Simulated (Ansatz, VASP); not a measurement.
# GaN in two plane-wave programs, part 2 of 2

Wanted: the spread between two codes on one cell, functional and k mesh. The cell is taken from a series of runs on this material, whose earlier steps may have relaxed, scaled, displaced or heated it; both programs get it as it stands.

VASP 6.6.1 and Ansatz 0.2.0.

So far. Step 2 (VASP: single point, HSE06): The run ends at a pressure of 8.63 GPa.

### 3. Ansatz: single point, HSE06

Level of this step: Ansatz beside VASP: Kohn-Sham DFT, plane waves, HSE06 (Ansatz).

Ansatz runs on its PAW soft_1 files.

The same cell, functional, mesh and smearing now go to Ansatz.

Input file input.yaml:

```yaml
crystal:
  lattice:
    - [0.0, 2.218702403, 2.218702403]
    - [2.218702403, 0.0, 2.218702403]
    - [2.218702403, 2.218702403, 0.0]
  atoms:
    - { symbol: Ga, position: [0.0, 0.0, 0.0] }
    - { symbol: "N", position: [0.75, 0.75, 0.75] }
kpoints:
  mp_grid: { grid: [7, 7, 7] }
scf:
  occupations: { method: fermi_dirac, width: 0.02 }
hamiltonian:
  xc: hse06
  pseudopotentials: { kind: paw, azcp: { folder: soft_1 } }
basis:
  ecutwfc: 600
output:
  forces: true
  stress: true
```

The run is started by

```bash
ansatz run input.yaml --threads 8 --pin off --max-ram 18432MiB --backend cpu --events-out ev --progress --plain --runs-dir out
```

Numbers of over 12 decimals in the logs are rounded to 6 here.

The log of the run:

```text
Warning: output.stress: scf.convergence.dr2_threshold = 1e-7 eV (the SCF's general default) is looser than the 2e-10 eV advised for a printed stress (1e-10 eV for each atom of the cell: 2). What an SCF threshold leaves in a stress goes as its square root, and in the free energy as the threshold itself, and one threshold admits the most on a small cell: [figures from the program's tests cut] Set scf.convergence.dr2_threshold to 2e-10 eV or tighter. The threshold is an SCF's pass mark: one that does not reach it within its budget of iterations ends unconverged, or closes short of it on a stop that the run arms, and scf.convergence.dr2_threshold's page says what that costs each kind of run
Warning: output.stress: scf.exx.energy_threshold = 1e-6 eV is looser than the 2e-8 eV advised for a stress under a hybrid functional (1e-8 eV for each atom of the cell: 2). Every SCF of the exchange loop can meet its threshold on dr2 while the loop round them stops early: no threshold on dr2 bounds what that leaves in the stress. Set scf.exx.energy_threshold to 2e-8 eV or tighter. The threshold is the loop's pass mark: a loop that does not reach it within its budget of cycles ends unconverged, and scf.exx.energy_threshold's page has the law
Engine: ansatz 0.2.0, aarch64-unknown-linux-gnu
Pseudopotentials: kind: paw
Pseudopotential: Ga, paw, valence charge 13, recommended cutoff 420 eV (normal), soft_1/Ga.paw.azcp
Pseudopotential: N, paw, valence charge 5, recommended cutoff 420 eV (normal), soft_1/N.paw.azcp
Functional definition: HSE06
  parameter a = 0.25
  parameter omega = 0.11/bohr
  exchange = pbe_x - a*pbe_x_sr(omega) + a*exact_x_sr(omega)
  correlation = pbe_c
Crystal: 2 atoms, lattice volume = 21.844 Å³
Basis set: ecut = 600 eV, 725 PW (Γ), exchange–correlation on 54×54×54 points (8 copies of the dense FFT grid, shifted against one another)
Bands: 13, of which v1, the nominal top of the filled ones, is band 9 counted from 1 (8 counted from 0)
Symmetry: 24 space group operations
Space group: F-43m (ITA 216), of the structure as read, at distance tolerance 2.8e-5 Å
k-points: 20 of 343 (time reversal used)
Non-local potential: Ga, projectors of the file, l = 0: 2, l = 1: 2, l = 2: 3, l = 3: 1
Non-local potential: N, projectors of the file, l = 0: 2, l = 1: 2, l = 2: 1
PAW form: soft (Blöchl's): semilocal exchange-correlation on the pseudo side does not see the compensation charge
PAW frozen core: Ga, regenerated for the run's functional, and the local potential with it (the file was generated under x = pbe(κ = 0.804, μ = 0.219515), c = pbe(β = 0.066725))
PAW frozen core: N, regenerated for the run's functional, and the local potential with it (the file was generated under x = pbe(κ = 0.804, μ = 0.219515), c = pbe(β = 0.066725))
PAW one-centre angular grid: Ga, 590 points (default); XC on 64 Gauss nodes
PAW one-centre angular grid: N, 110 points (default); XC on 64 Gauss nodes
Initial density: superposition of atomic densities (chi_scale 0.1, normalization cell, long waves kept (reshape's long-wave potential 0.00 eV rms))
Initial wavefunctions: pseudopotential atomic-orbital guess
Functional: x = pbe(κ = 0.804, μ = 0.219515), c = pbe(β = 0.066725), warm-up for x = pbe(κ = 0.804, μ = 0.219515) + 0.25 (exact − pbe) at short range (hse, ω = 0.207870 Å⁻¹), c = pbe(β = 0.066725); HSE06 as pw.x's `hse` composes it (authors' and Libxc's form: `xc: wpbeh`)
SCF iter   1: F=—  HF=-4168.570133 eV  |F-HF|=—  |Δ(HF+E_count)|=         —  Δρ=1.19e-1  dr2=2.73e0  ethr=1.00e-1  ⟨swp⟩=4.8  Hψ=753  notcnv=0
preconditioner: auto → none  [insulator: Δε(μ)=2.903 eV  Ē_g=19.472 eV  σ=0.020 eV  W_gap=1.00  n_scr=8 (ndim 8)  ℏωp=33.7 eV  f_vac=0.000  D(μ)=0.00/eV (n_scr^D=0)]
SCF iter   2: F=—  HF=-4167.914914 eV  |F-HF|=—  |Δ(HF+E_count)|=   6.55e-1  Δρ=4.75e-2  dr2=3.92e-1  ethr=1.52e-2  ⟨swp⟩=2.8  Hψ=543  notcnv=0
iter 3 solved again at ethr=2.56e-5 eV; its pass at ethr=2.18e-3 eV (dr2=4.61e-3 eV) is discarded
SCF iter   3: F=—  HF=-4167.848202 eV  |F-HF|=—  |Δ(HF+E_count)|=   6.67e-2  Δρ=7.22e-3  dr2=4.19e-3  ethr=2.56e-5  ⟨swp⟩=4.0  Hψ=1424  notcnv=0
eigensolver tolerance schedule: the retry pair's looser diagonalisation over-reported the residual by 0.10 of it (diagonalisation noise at 0.10 of the residual, at the tolerance the schedule requests for it); recorded, not acted on — ethr = c·dr2/N_el stays at c = 1.0e-1
SCF iter   4: F=—  HF=-4167.846845 eV  |F-HF|=—  |Δ(HF+E_count)|=   1.36e-3  Δρ=2.72e-3  dr2=8.92e-4  ethr=2.33e-5  ⟨swp⟩=4.0  Hψ=868  notcnv=0
SCF iter   5: F=-4167.846392 eV  HF=-4167.846382 eV  |F-HF|=9.76e-6  |Δ(HF+E_count)|=   4.63e-4  Δρ=6.87e-4  dr2=4.76e-5  ethr=4.96e-6  ⟨swp⟩=4.0  Hψ=716  notcnv=0
SCF 1 stopped early in 5 iterations: F = -4167.846392 eV  dr2 = 4.76e-5
  greatest PAW one-centre occupation: 0.995 electrons in one spin orbital (limit 2), on the Ga atom at site 0 (counted from 0), in its partial waves of l = 2
Initial density: handed on by an earlier stage of this run
Initial wavefunctions: those handed on with the density
Functional: x = pbe(κ = 0.804, μ = 0.219515) + 0.25 (exact − pbe) at short range (hse, ω = 0.207870 Å⁻¹), c = pbe(β = 0.066725); HSE06 as pw.x's `hse` composes it (authors' and Libxc's form: `xc: wpbeh`)
Exchange kernel: α = 0.2500, screened, ω = 0.2079 Å⁻¹, Wigner–Seitz truncation, v(0) = 1045.9439 eV·Å³, q-mesh 7×7×7, nearest image of the exchange supercell L = 21.96 Å, pair-density grid 15×15×15, without the augmentation charges, whose exchange is taken in its separable form by FFT convolution over the k-point mesh (sized by the pseudopotential files, 24×24×24 at the most), smooth part of the exact exchange by density-matrix convolution
Frozen-core exchange: fock
SCF iter   1: F=—  HF=-4168.380057 eV  |F-HF|=—  |Δ(HF+E_count)|=         —  Δρ=1.97e-2  dr2=3.38e-2  ethr=2.64e-6  ⟨swp⟩=5.5  Hψ=1288  notcnv=0
preconditioner: auto → none  [insulator: Δε(μ)=3.264 eV  Ē_g=22.355 eV  σ=0.020 eV  W_gap=1.00  n_scr=8 (ndim 8)  ℏωp=33.7 eV  f_vac=0.000  D(μ)=0.00/eV (n_scr^D=0)]
SCF iter   2: F=—  HF=-4168.366800 eV  |F-HF|=—  |Δ(HF+E_count)|=   1.33e-2  Δρ=4.24e-3  dr2=4.70e-3  ethr=2.64e-6  ⟨swp⟩=4.5  Hψ=976  notcnv=0
SCF iter   3: F=—  HF=-4168.373162 eV  |F-HF|=—  |Δ(HF+E_count)|=   6.36e-3  Δρ=3.46e-3  dr2=1.33e-3  ethr=2.64e-6  ⟨swp⟩=4.0  Hψ=958  notcnv=0
SCF iter   4: F=—  HF=-4168.373017 eV  |F-HF|=—  |Δ(HF+E_count)|=   1.45e-4  Δρ=1.08e-3  dr2=1.43e-4  ethr=2.64e-6  ⟨swp⟩=3.0  Hψ=627  notcnv=0
SCF iter   5: F=—  HF=-4168.373305 eV  |F-HF|=—  |Δ(HF+E_count)|=   2.89e-4  Δρ=5.48e-4  dr2=5.24e-5  ethr=7.08e-7  ⟨swp⟩=4.0  Hψ=747  notcnv=0
SCF iter   6: F=-4168.373284 eV  HF=-4168.373284 eV  |F-HF|=3.27e-7  |Δ(HF+E_count)|=   2.12e-5  Δρ=6.86e-5  dr2=1.96e-6  ethr=2.84e-7  ⟨swp⟩=3.0  Hψ=507  notcnv=0
SCF 2 stopped early in 6 iterations: F = -4168.373284 eV  dr2 = 1.96e-6
hybrid outer 1: dexx = +8.353e-3 eV, tail = 3.16e-5 eV
Exchange kernel: α = 0.2500, screened, ω = 0.2079 Å⁻¹, Wigner–Seitz truncation, v(0) = 1045.9439 eV·Å³, q-mesh 7×7×7, nearest image of the exchange supercell L = 21.96 Å, pair-density grid 15×15×15, without the augmentation charges, whose exchange is taken in its separable form by FFT convolution over the k-point mesh (sized by the pseudopotential files, 24×24×24 at the most), smooth part of the exact exchange by density-matrix convolution
Frozen-core exchange: fock
SCF iter   1: F=—  HF=-4168.372980 eV  |F-HF|=—  |Δ(HF+E_count)|=         —  Δρ=1.50e-4  dr2=2.49e-6  ethr=8.77e-7  ⟨swp⟩=3.8  Hψ=620  notcnv=0
preconditioner: auto → none  [insulator: Δε(μ)=3.303 eV  Ē_g=22.175 eV  σ=0.020 eV  W_gap=1.00  n_scr=8 (ndim 8)  ℏωp=33.7 eV  f_vac=0.000  D(μ)=0.00/eV (n_scr^D=0)]
SCF iter   2: F=—  HF=-4168.372980 eV  |F-HF|=—  |Δ(HF+E_count)|=   2.84e-7  Δρ=7.01e-5  dr2=5.49e-7  ethr=1.32e-8  ⟨swp⟩=4.0  Hψ=748  notcnv=0
SCF iter   3: F=—  HF=-4168.372980 eV  |F-HF|=—  |Δ(HF+E_count)|=   1.50e-7  Δρ=1.43e-5  dr2=6.41e-8  ethr=2.44e-9  ⟨swp⟩=3.0  Hψ=514  notcnv=0
SCF iter   4: F=—  HF=-4168.372981 eV  |F-HF|=—  |Δ(HF+E_count)|=   6.32e-7  Δρ=2.04e-5  dr2=4.15e-8  ethr=6.82e-11  ⟨swp⟩=5.0  Hψ=1011  notcnv=0
SCF iter   5: F=-4168.372981 eV  HF=-4168.372981 eV  |F-HF|=4.73e-10  |Δ(HF+E_count)|=   1.70e-8  Δρ=2.15e-6  dr2=1.36e-9  ethr=6.82e-11  ⟨swp⟩=4.0  Hψ=702  notcnv=0
SCF 3 converged in 5 iterations: F = -4168.372981 eV  dr2 = 1.36e-9
  Residual-converged pass: ⟨swp⟩=2.2  Hψ=417  notcnv=0  max |occ|·‖R‖ = 2.4e-6 eV (tolerance 2.4e-6 eV)  dr2=1.36e-9  dr2_onsite=2.63e-10  max |Δocc| = 0.0e0
hybrid outer 2: dexx = +5.393e-7 eV, tail = 1.55e-8 eV, Δε = 3.64e-3 eV (about 9.66e-5 eV left of the loop's levels)
hybrid SCF converged: 2 outer / 11 inner (+5 warm-up), last move |dexx| = 5.39e-7 eV, tail = 1.55e-8 eV
Stability not checked: this state was not tested for a lower state beside it, because the functional holds exact exchange (a hybrid, or Hartree-Fock), whose exchange loop this test does not read (fock_operator; see scf.lower_state_search)
Free energy (F): -4168.372980 eV
Frozen-core exchange: fock
Harris-Foulkes:  -4168.372980 eV  (|F-HF|=4.73e-10)
Internal energy: -4168.372980 eV  (E = F + TS)
E sigma→0 (E₀):  -4168.372980 eV
Fermi energy:    11.170190 eV
--- Per-component energies (eV) ---
  E_band       = -35.494739
  E_kinetic    = 241.855833
  E_local      = -1380.629491  (includes V_loc(G=0)·N_el)
  E_nonlocal   = -54.148733
  E_hartree    = 887.710147
  E_xc         = -98.969924
  E_vxc        = -105.268523  (∫ρ·V_xc dr)
  E_exx        = -62.192372  (= α·E_x^exact, valence–valence)
  E_paw        = -2089.756210  (= ΣΔE_a)
  E_vpaw       = -388.339634  (= ΣTr[D̂ρ^β])
  E_aug_tail   = 0.000002  (compensation charges beyond the density's cutoff)
  E_ewald      = -1612.332338
  E_core_change = 0.090104  (= ΣΔE_core)
  E_smearing   = -0.000000  (= −TS)
  E_closure    = 0.000000  (closes the sum)
  Σ components = -4168.372980   (vs F -4168.372980, Δ=0.00e0)
--- Forces (eV/Å), atoms counted from 1 ---
  atom   1  Ga     0.00000000    -0.00000000    -0.00000000
  atom   2  N      0.00000000    -0.00000000    -0.00000000
  max |Σ_I F_I| component: 2.78e-16 eV/Å
--- Stress (GPa, compression-positive) ---
        8.833743       0.000000      -0.000000
        0.000000       8.833743       0.000000
       -0.000000       0.000000       8.833743
  P = ⅓ Tr σ = 8.8337 GPa (88.337 kbar)
--- Band table (eV; the first three rows and the last of 20) ---
  k-point 0: bands = ["-8.3408", "-6.1873", "-6.1873", "-6.1873", "-5.8274", "-5.8274", "9.5074", "9.5074", "9.5074", "12.8110"]
  k-point 1: bands = ["-8.1248", "-6.1593", "-6.1593", "-6.0596", "-5.8296", "-5.8296", "7.5856", "9.2728", "9.2728", "14.1597"]
  k-point 2: bands = ["-7.7566", "-6.1107", "-6.1107", "-5.8184", "-5.8184", "-5.4491", "4.5180", "8.7966", "8.7966", "15.5288"]
  k-point 19: bands = ["-7.4734", "-6.0358", "-5.9746", "-5.8529", "-5.8101", "-3.3773", "3.1958", "4.7883", "6.3799", "16.9356"]
  guard bands above this table: 3 of the run's 13 bands. The solve was not asked for them (output.publish_guard_bands: true or output.eigenvalues: true publishes all)
```

In the SCF lines HF is the Harris–Foulkes energy and dr2 the Hartree energy of the density residual, in eV; the loop may stop once dr2 is under the threshold and the program's other checks hold. Hψ counts applications of the Hamiltonian.

The run ends at a pressure of 8.83 GPa.

### 4. Comparison

Known differences besides the potentials themselves: exact exchange at q = 0 is treated differently, which shows on coarse meshes; VASP keeps PBE cores, Ansatz makes them for the functional; the cutoff is 600 eV in Ansatz and 520 eV in VASP; VASP takes a coarser grid for exact exchange (PRECFOCK = Fast). Total energies have different zeros and are not compared.

Both answers:

```tsv
quantity	Ansatz	VASP	difference
pressure (GPa)	8.83	8.63	+0.20
gap on the k mesh (eV)	3.304	3.322	-0.018
```

A gap on the mesh is an upper bound, since the band edges may lie between its points.

### 5. Summary of results

| Item | Value |
| --- | --- |
| difference in gap on the k mesh (single point, HSE06) | -0.018 eV |

**Reading.** The difference in gap on the k mesh is -0.018 eV (single point, HSE06), within the 0.08 eV picked in this series as the mark of a large difference. How closely two codes agree says nothing of how well the functional describes the real material.

[Lines on the potential files, build, host, timing and source positions are cut from VASP's logs without a mark.]

[Logs are printed without paths, hosts, clocks, repeated set-up lines and the standing remarks that a program may print on its own settings, such as how far it seeks lower states.]

[Hosts, paths, dates, database ids (printed as entryN), source tags and the programs' standing remarks are cut or masked in the printed files.]
